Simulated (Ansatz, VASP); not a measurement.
# V (V wire along [100], 21 atoms a period) in two plane-wave programs, part 2 of 2

Aim: how closely do two programs agree when they are given the same cell, functional and k mesh? Of the first pair: The structure shown is the start of the Ansatz relaxation below; VASP solves that cell, so the two are compared at the walk's first step.

VASP 6.6.1 and Ansatz 0.2.0.

So far: The structure; Ansatz: relaxation, PBE.

## 3. VASP: single point, PBE, start cell, pair 1

Level of this step: PBE, no spin polarisation; plane waves and PAW (V_sv) (VASP).

The same cell, functional, mesh and smearing now go to VASP, with its own data sets.

Lines of VASP's logs that name or quote its potential files are left out, and so is its time.

INCAR

```
SYSTEM = V
PREC = Accurate
ENCUT = 400
EDIFF = 1E-06
NELM = 120
ISMEAR = -1
SIGMA = 0.05
LREAL = .FALSE.
ALGO = Normal
GGA = PE
NBANDS = 169
LASPH = .TRUE.
LORBIT = 11
LWAVE = .FALSE.
LCHARG = .FALSE.
ISIF = 2
GGA_COMPAT = .FALSE.
KPAR = 4
```

POSCAR

```
V
1.0
   15.7700000000      0.0000000000      0.0000000000
    0.0000000000     15.7700000000      0.0000000000
    0.0000000000      0.0000000000      2.9900000000
V
21
Direct
    0.3103994927      0.3103994927      0.0000000000
    0.3103994927      0.5000000000      0.0000000000
    0.3103994927      0.6896005073      0.0000000000
    0.5000000000      0.3103994927      0.0000000000
    0.5000000000      0.5000000000      0.0000000000
    0.5000000000      0.6896005073      0.0000000000
    0.6896005073      0.3103994927      0.0000000000
    0.6896005073      0.5000000000      0.0000000000
    0.6896005073      0.6896005073      0.0000000000
    0.2155992391      0.4051997464      0.5000000000
    0.2155992391      0.5948002536      0.5000000000
    0.4051997464      0.2155992391      0.5000000000
    0.4051997464      0.4051997464      0.5000000000
    0.4051997464      0.5948002536      0.5000000000
    0.4051997464      0.7844007609      0.5000000000
    0.5948002536      0.2155992391      0.5000000000
    0.5948002536      0.4051997464      0.5000000000
    0.5948002536      0.5948002536      0.5000000000
    0.5948002536      0.7844007609      0.5000000000
    0.7844007609      0.4051997464      0.5000000000
    0.7844007609      0.5948002536      0.5000000000
```

KPOINTS

```
Automatic mesh
0
Gamma
1 1 27
0 0 0
```

PAW data sets: V_sv (PBE family, release 64).

Started as:

```sh
> mpirun -np 4 vasp_std
```

Numbers of over 12 decimals in the logs are rounded to 6 here.

Output:

```text
[banner, memory and clock lines left out]
running    4 mpi-ranks, on    1 nodes
 distrk:  each k-point on    1 cores,    4 groups
 distr:  one band on    1 cores,    1 groups

 POSCAR found type information on POSCAR V
 POSCAR found :  1 types and      21 ions
|                                                                             |
|               ----> ADVICE to this user running VASP <----                  |
|                                                                             |
|     You have a (more or less) 'large supercell' and for larger cells it     |
|     might be more efficient to use real-space projection operators.         |
|     Therefore, try LREAL= Auto in the INCAR file.                           |
|     Mind: For very accurate calculation, you might also keep the            |
|     reciprocal projection scheme (i.e. LREAL=.FALSE.).                      |
|                                                                             |

 LDA part: xc-table for (Slater+PW92), standard interpolation
 POSCAR, INCAR and KPOINTS ok, starting setup
 FFT: planning ... GRIDC
 FFT: planning ... GRID_SOFT
 FFT: planning ... GRID
 WAVECAR not read
 entering main loop
       N       E                     dE             d eps       ncg     rms          rms(c)
DAV:   1     0.336605216697E+04    0.33661E+04   -0.15925E+05  6284   0.131E+03
DAV:   2    -0.360770117094E+02   -0.34021E+04   -0.33297E+04  4785   0.495E+02
DAV:   3    -0.211262222625E+03   -0.17519E+03   -0.16902E+03  6727   0.113E+02
DAV:   4    -0.219045869385E+03   -0.77836E+01   -0.75750E+01  6280   0.187E+01
DAV:   5    -0.219288614452E+03   -0.24275E+00   -0.23855E+00  6312   0.305E+00    0.766E+01
DAV:   6    -0.415366333683E+03   -0.19608E+03   -0.18066E+03  6785   0.938E+01    0.127E+02
DAV:   7    -0.204584084196E+03    0.21078E+03   -0.17607E+03  6786   0.836E+01    0.629E+01
DAV:   8    -0.201939051941E+03    0.26450E+01   -0.67361E+02  6303   0.626E+01    0.419E+01
DAV:   9    -0.175547159705E+03    0.26392E+02   -0.10477E+02  6575   0.287E+01    0.208E+01
DAV:  10    -0.174103037345E+03    0.14441E+01   -0.20896E+01  6312   0.107E+01    0.158E+01
DAV:  11    -0.173362876829E+03    0.74016E+00   -0.19924E+00  6240   0.516E+00    0.130E+01
DAV:  12    -0.172128926093E+03    0.12340E+01   -0.22202E+00  5992   0.543E+00    0.776E+00
DAV:  13    -0.171549308567E+03    0.57962E+00   -0.41040E+00  6312   0.733E+00    0.553E+00
DAV:  14    -0.171302390402E+03    0.24692E+00   -0.11988E+00  6272   0.401E+00    0.251E+00
[...]
DAV:  22    -0.171267906127E+03   -0.10763E-03   -0.30588E-04  5296   0.639E-02    0.286E-02
DAV:  23    -0.171268043415E+03   -0.13729E-03   -0.16601E-04  5920   0.462E-02    0.286E-02
DAV:  24    -0.171268119977E+03   -0.76562E-04   -0.66009E-05  5536   0.277E-02    0.133E-02
DAV:  25    -0.171268204079E+03   -0.84102E-04   -0.19252E-05  5224   0.189E-02    0.114E-02
DAV:  26    -0.171268254058E+03   -0.49979E-04   -0.10927E-05  4624   0.118E-02    0.546E-03
DAV:  27    -0.171268272309E+03   -0.18251E-04   -0.52901E-06  4144   0.722E-03    0.528E-03
DAV:  28    -0.171268278601E+03   -0.62924E-05   -0.25279E-06  3408   0.361E-03    0.176E-03
DAV:  29    -0.171268278832E+03   -0.23073E-06   -0.24487E-07  3160   0.147E-03
   1 F= -.17126828E+03 E0= -.17109332E+03  d E =-.349924E+00
```

Parts of OUTCAR (step 3):

```text
ion  position               nearest neighbor table
   1  0.310  0.310  0.000-  10 2.59  12 2.59  10 2.59  12 2.59  13 2.59  13 2.59
   2  0.310  0.500  0.000-  10 2.59  11 2.59  10 2.59  11 2.59  13 2.59  14 2.59  13 2.59  14 2.59

  LATTYP: Found a simple tetragonal cell.
 ALAT       =    15.7700000000
 C/A-ratio  =     0.1896005073

 Subroutine GETGRP returns: Found 16 space group operations
 (whereof 16 operations were pure point group operations)

The static configuration has the point symmetry D_4h.

 Found     14 irreducible k-points:

   k-points           NKPTS =     14   k-points in BZ     NKDIM =     14   number of bands    NBANDS=    169

   dimension x,y,z NGX =   108 NGY =  108 NGZ =   20
   dimension x,y,z NGXF=   216 NGYF=  216 NGZF=   40

   ENCUT  =  400.0 eV  29.40 Ry    5.42 a.u.  25.72 25.72  4.88*2*pi/ulx,y,z

   NELECT =     273.0000    total number of electrons

 k-points in reciprocal lattice and weights: Automatic mesh
   0.00000000  0.00000000  0.00000000       0.037
   0.00000000  0.00000000  0.03703704       0.074
   0.00000000  0.00000000  0.07407407       0.074
   0.00000000  0.00000000  0.11111111       0.074
   0.00000000  0.00000000  0.14814815       0.074
   0.00000000  0.00000000  0.18518519       0.074
   0.00000000  0.00000000  0.22222222       0.074
   0.00000000  0.00000000  0.25925926       0.074
   0.00000000  0.00000000  0.29629630       0.074
[...]
0.00000000  0.00000000  0.44444444       0.074
   0.00000000  0.00000000  0.48148148       0.074

 average (electrostatic) potential at core
       1 -78.5983       2 -78.4623       3 -78.5983       4 -78.4623       5 -78.3083
       6 -78.4623       7 -78.5983       8 -78.4623       9 -78.5983      10 -78.7861
      11 -78.7861      12 -78.7861      13 -78.4162      14 -78.4162      15 -78.7861
      16 -78.7861      17 -78.4162      18 -78.4162      19 -78.7861      20 -78.7861
      21 -78.7861

 E-fermi :   1.5463

 k-point     1 :       0.0000    0.0000    0.0000
  band No.  band energies     occupation
    ...
    127       1.3598      1.95319
    128       1.3841      1.92498
    129       1.4182      1.85694
    130       1.4277      1.82947
    131       1.5589      0.87481
    132       1.6373      0.27881
    133       1.6373      0.27881
    134       1.7317      0.04787
    135       1.7317      0.04787
    136       1.7896      0.01531
    ...

 k-point     2 :       0.0000    0.0000    0.0370
  band No.  band energies     occupation
    ...
    129       1.4503      1.74435
    130       1.4503      1.74435
    131       1.5733      0.73676
    132       1.5884      0.60284
    133       1.5884      0.60284
    134       1.6971      0.09343
    135       1.6971      0.09343
    136       1.7569      0.02919
    137       1.7746      0.02058
    138       1.7962      0.01341
    ...

 k-point     3 :       0.0000    0.0000    0.0741
  band No.  band energies     occupation
    ...
    128       1.4092      1.87902
    129       1.4851      1.54579
    130       1.4851      1.54579
    131       1.5471      0.99215
    132       1.5471      0.99215
    133       1.6171      0.39061
    134       1.6281      0.32591
    135       1.6281      0.32591
    136       1.6835      0.12098
    137       1.6859      0.11554
    ...

  Total      -21.9657605    -21.9657605    -24.8753238      0.0000000     -0.0000000     -0.0000000
  in kB      -47.3284467    -47.3284467    -53.5975269      0.0000000     -0.0000000     -0.0000000
  external PRESSURE =     -49.4181401 kB  Pullay stress =       0.0000000 kB

  energy-cutoff  :      400.00
  volume of cell :      743.59
      direct lattice vectors                 reciprocal lattice vectors
    15.770000000  0.000000000  0.000000000     0.063411541  0.000000000  0.000000000
     0.000000000 15.770000000  0.000000000     0.000000000  0.063411541  0.000000000
     0.000000000  0.000000000  2.990000000     0.000000000  0.000000000  0.334448161

 POSITION                                       TOTAL-FORCE (eV/Angst)
 -----------------------------------------------------------------------------------
      4.89500      4.89500      0.00000         0.155699      0.155699      0.000000
      4.89500      7.88500      0.00000        -0.637587      0.000000     -0.000000
      4.89500     10.87500      0.00000         0.155699     -0.155699      0.000000
      7.88500      4.89500      0.00000         0.000000     -0.637587      0.000000
      7.88500      7.88500      0.00000         0.000000      0.000000      0.000000
      7.88500     10.87500      0.00000         0.000000      0.637587      0.000000
     10.87500      4.89500      0.00000        -0.155699      0.155699     -0.000000
     10.87500      7.88500      0.00000         0.637587      0.000000      0.000000
     10.87500     10.87500      0.00000        -0.155699     -0.155699      0.000000
      3.40000      6.39000      1.49500         1.158884      0.332080     -0.000000
      3.40000      9.38000      1.49500         1.158884     -0.332080     -0.000000
      6.39000      3.40000      1.49500         0.332080      1.158884      0.000000
      6.39000      6.39000      1.49500        -0.383623     -0.383623     -0.000000
      6.39000      9.38000      1.49500        -0.383623      0.383623     -0.000000
      6.39000     12.37000      1.49500         0.332080     -1.158884     -0.000000
      9.38000      3.40000      1.49500        -0.332080      1.158884      0.000000
      9.38000      6.39000      1.49500         0.383623     -0.383623      0.000000
      9.38000      9.38000      1.49500         0.383623      0.383623      0.000000
      9.38000     12.37000      1.49500        -0.332080     -1.158884     -0.000000
     12.37000      6.39000      1.49500        -1.158884      0.332080     -0.000000
     12.37000      9.38000      1.49500        -1.158884     -0.332080      0.000000
 -----------------------------------------------------------------------------------
    total drift:                                0.000000     -0.000000      0.000000

  FREE ENERGIE OF THE ION-ELECTRON SYSTEM (eV)
  ---------------------------------------------------
  free  energy   TOTEN  =      -171.2682788317 eV

  energy  without entropy=     -170.9183549024  energy(sigma->0) =     -171.09331687

 total charge
# of ion       s       p       d       tot
------------------------------------------
    1        2.331   6.166   3.033  11.530
    2        2.341   6.226   3.072  11.639
    3        2.331   6.166   3.033  11.530
    4        2.341   6.226   3.072  11.639
    5        2.339   6.239   3.069  11.647
    6        2.341   6.226   3.072  11.639
    7        2.331   6.166   3.033  11.530
    8        2.341   6.226   3.072  11.639
    9        2.331   6.166   3.033  11.530
   10        2.321   6.091   3.047  11.459
   11        2.321   6.091   3.047  11.459
   12        2.321   6.091   3.047  11.459
   13        2.339   6.237   3.063  11.640
   14        2.339   6.237   3.063  11.640
   15        2.321   6.091   3.047  11.459
   16        2.321   6.091   3.047  11.459
   17        2.339   6.237   3.063  11.640
   18        2.339   6.237   3.063  11.640
   19        2.321   6.091   3.047  11.459
   20        2.321   6.091   3.047  11.459
   21        2.321   6.091   3.047  11.459
--------------------------------------------------
tot         48.952 129.488  64.114 242.554

[... 3 further parts left out ...]
```

This run has no spin polarisation, so a moment on V, if there is one, isn't seen. Its electron count is odd, so without a moment it is a metal by construction.

## 4. Comparison

Known differences besides the potentials themselves: the cutoff is 420 eV in Ansatz and 400 eV in VASP. Total energies have different zeros and are not compared.

Forces on 7 of the 21 atoms, those with the largest forces and the largest differences (eV/Å; atoms numbered as in POSCAR):

```tsv
atom	Ansatz x, y, z	VASP x, y, z
V10	1.183, 0.331, 0.000	1.159, 0.332, 0.000
V11	1.183, -0.331, 0.000	1.159, -0.332, 0.000
V12	0.331, 1.183, 0.000	0.332, 1.159, 0.000
V15	0.331, -1.183, 0.000	0.332, -1.159, 0.000
V16	-0.331, 1.183, 0.000	-0.332, 1.159, 0.000
V19	-0.331, -1.183, 0.000	-0.332, -1.159, 0.000
V21	-1.183, -0.331, 0.000	-1.159, -0.332, 0.000
```

The forces differ by 9.3 meV/Å r.m.s., which is 1.9 % of the r.m.s. force of 0.482 eV/Å (both taken over all components).

## 5. Ansatz: relaxation, PBE

This run makes the geometry at which the two programs are then compared. The cell compared in this pair holds 732.67 Å³, against 743.59 Å³ for the pair before.

The structure compared here is the end of the Ansatz relaxation.

This is the run of step 2 again, met here at its other cell.

## 6. VASP: single point, PBE, cell relaxed in part, pair 2

The same cell, functional, mesh and smearing now go to VASP, with its own data sets.

INCAR: that of step 3 with these lines changed.

```diff
@@ -2,3 +2,3 @@
 PREC = Accurate
-ENCUT = 400
+ENCUT = 500
 EDIFF = 1E-06
```

POSCAR

```
V
1.0
   15.7700000000      0.0000000000      0.0000000000
    0.0000000000     15.7700000000      0.0000000000
    0.0000000000      0.0000000000      2.9460936891
V
21
Direct
    0.3125363477      0.3125363477      0.0000000000
    0.3119197278      0.5000000000      0.0000000000
    0.3125363477      0.6874636523      0.0000000000
    0.5000000000      0.3119197278      0.0000000000
    0.5000000000      0.5000000000      0.0000000000
    0.5000000000      0.6880802722      0.0000000000
    0.6874636523      0.3125363477      0.0000000000
    0.6880802722      0.5000000000      0.0000000000
    0.6874636523      0.6874636523      0.0000000000
    0.2268846383      0.4090345408      0.5000000000
    0.2268846383      0.5909654592      0.5000000000
    0.4090345408      0.2268846383      0.5000000000
    0.4048299666      0.4048299666      0.5000000000
    0.4048299666      0.5951700334      0.5000000000
    0.4090345408      0.7731153617      0.5000000000
    0.5909654592      0.2268846383      0.5000000000
    0.5951700334      0.4048299666      0.5000000000
    0.5951700334      0.5951700334      0.5000000000
    0.5909654592      0.7731153617      0.5000000000
    0.7731153617      0.4090345408      0.5000000000
    0.7731153617      0.5909654592      0.5000000000
```

KPOINTS is that of step 3.

Started as:

```sh
> mpirun -np 4 vasp_std
```

Output:

```text
[banner, memory and clock lines left out]
running    4 mpi-ranks, on    1 nodes
[...]
[... a notice as in an earlier step ...]

 LDA part: xc-table for (Slater+PW92), standard interpolation
 POSCAR, INCAR and KPOINTS ok, starting setup
[...]
entering main loop
       N       E                     dE             d eps       ncg     rms          rms(c)
DAV:   1     0.409684997772E+04    0.40968E+04   -0.16855E+05  5548   0.154E+03
DAV:   2     0.158140692403E+01   -0.40953E+04   -0.40146E+04  4733   0.550E+02
DAV:   3    -0.208906306868E+03   -0.21049E+03   -0.20350E+03  6704   0.140E+02
DAV:   4    -0.217607236845E+03   -0.87009E+01   -0.85176E+01  6344   0.220E+01
[...]
DAV:  27    -0.172410188464E+03   -0.11858E-04   -0.35005E-06  3960   0.668E-03    0.220E-03
DAV:  28    -0.172410190956E+03   -0.24925E-05   -0.97107E-07  3264   0.261E-03    0.110E-03
DAV:  29    -0.172410191126E+03   -0.16947E-06   -0.27646E-07  3160   0.191E-03
   1 F= -.17241019E+03 E0= -.17225298E+03  d E =-.314419E+00
```

OUTCAR, selected parts (step 6):

```text
  Total       -0.1331577     -0.1331577      0.1369380      0.0000000      0.0000000      0.0000000
  in kB       -0.2911836     -0.2911836      0.2994501      0.0000000      0.0000000      0.0000000
  external PRESSURE =      -0.0943057 kB  Pullay stress =       0.0000000 kB

 POSITION                                       TOTAL-FORCE (eV/Angst)
 -----------------------------------------------------------------------------------
      4.92870      4.92870      0.00000        -0.010149     -0.010149      0.000000
      4.91897      7.88500      0.00000         0.032119      0.000000     -0.000000
      4.92870     10.84130      0.00000        -0.010149      0.010149      0.000000
      7.88500      4.91897      0.00000        -0.000000      0.032119      0.000000
      7.88500      7.88500      0.00000        -0.000000      0.000000      0.000000
      7.88500     10.85103      0.00000        -0.000000     -0.032119      0.000000
     10.84130      4.92870      0.00000         0.010149     -0.010149      0.000000
     10.85103      7.88500      0.00000        -0.032119      0.000000      0.000000
     10.84130     10.84130      0.00000         0.010149      0.010149      0.000000
      3.57797      6.45047      1.47305        -0.033687     -0.019792      0.000000
      3.57797      9.31953      1.47305        -0.033687      0.019792     -0.000000
      6.45047      3.57797      1.47305        -0.019792     -0.033687      0.000000
      6.38417      6.38417      1.47305         0.024206      0.024206      0.000000
      6.38417      9.38583      1.47305         0.024206     -0.024206      0.000000
[...]
-----------------------------------------------------------------------------------
    total drift:                                0.000000      0.000000     -0.000000

  FREE ENERGIE OF THE ION-ELECTRON SYSTEM (eV)
  ---------------------------------------------------
  free  energy   TOTEN  =      -172.4101911256 eV

  energy  without entropy=     -172.0957721705  energy(sigma->0) =     -172.25298165

[... 1 part as in an earlier step ...]

[... 2 further parts left out ...]
[key lines of the parts left out:]
E-fermi :   1.5948
```

## 7. Differences

What differs besides the data sets and the points named for the pairs above, as far as they apply: the cutoff is 420 eV in Ansatz and 500 eV in VASP; Ansatz's pressure holds a Pulay correction, VASP's none. Total energies have different zeros and are not compared.

The two programs side by side:

```tsv
quantity	Ansatz	VASP	difference
pressure (GPa)	-0.05	-0.01	-0.04
```

The largest component of a force difference here is 30 meV/Å.

## 8. Summary of results

```yaml
r_m_s_force_difference_single_point_pbe_start_cell_pair_1: 1.9 % of the r.m.s. force
r_m_s_force_difference_single_point_pbe_cell_relaxed_in_part_pair_2: 13 meV/Å
```

The r.m.s. force difference is 13 meV/Å (single point, PBE, cell relaxed in part, pair 2), beyond the 12 meV/Å picked in this series as the mark of a large difference. What causes the difference of the single point, PBE, cell relaxed in part, pair 2 pair stays open here. How closely two codes agree says nothing of how well the functional describes the real material.

[Lines on the potential files, build, host, timing and source positions are cut from VASP's logs without a mark.]

[Logs are printed without paths, hosts, clocks, repeated set-up lines and the standing remarks that a program may print on its own settings, such as how far it seeks lower states.]

[Hosts, paths, dates, database ids (printed as entryN), source tags and the programs' standing remarks are cut or masked in the printed files.]
